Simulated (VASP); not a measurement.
Computed with RPBE GGA, VASP's PBE PAW potentials (set 64) (plane waves; VASP).

Input for VASP

### INCAR
```
ALGO = Normal
EDIFF = 1E-6
EDIFFG = -0.01
ENCUT = 520
GGA = RP
IBRION = 2
ISIF = 3
ISMEAR = 1
LASPH = .TRUE.
LCHARG = .FALSE.
LMAXMIX = 4
LREAL = .FALSE.
LWAVE = .FALSE.
NELM = 100
NSW = 60
PREC = Accurate
SIGMA = 0.1
SYSTEM = Ru
```

File KPOINTS:
```
Automatic mesh
0
Gamma
14 14 8
0 0 0
```

**POSCAR**
```
Ru
1.0
  1.3550000000  -2.3469290000   0.0000000000
  1.3550000000   2.3469290000   0.0000000000
  0.0000000000   0.0000000000   4.2800000000
Ru
2
direct
  0.3333330000   0.6666670000   0.2500000000
  0.6666670000   0.3333330000   0.7500000000
```

POTCAR, in this order: Ru_pv (PBE.64 set). Program: vasp_std.

Energy and stress use the plane-wave basis of the starting cell.

Question: What does the run give for the energy per atom (σ→0), volume per atom, band gap (on the k-mesh)?

Answer: 
| Property | Value |
|---|---|
| energy per atom (σ→0) | -8.584 eV/atom |
| band gap (on the k-mesh) | none (metal, semimetal or under 0.01 eV) |
| volume per atom | 13.96 Å³/atom |

OSZICAR:
```
...
DAV:   5    -0.171691676641E+02   -0.53734E-06   -0.27187E-06  3778   0.118E-02
   6 F= -.17169168E+02 E0= -.17168702E+02  d E =-.583089E-04
       N       E                     dE             d eps       ncg     rms          rms(c)
DAV:   1    -0.171693985274E+02   -0.23140E-03   -0.79263E-03  4366   0.778E-01    0.877E-02
DAV:   2    -0.171692277547E+02    0.17077E-03   -0.23838E-04  4352   0.147E-01    0.369E-02
DAV:   3    -0.171691916260E+02    0.36129E-04   -0.12090E-04  5128   0.777E-02    0.780E-03
DAV:   4    -0.171691918247E+02   -0.19871E-06   -0.37776E-06  4410   0.228E-02
   7 F= -.17169192E+02 E0= -.17168718E+02  d E =-.824694E-04
```

The compound is Ru in the hcp structure. This run relaxes it. Symmetry was kept, so distortions that lower it aren't found.
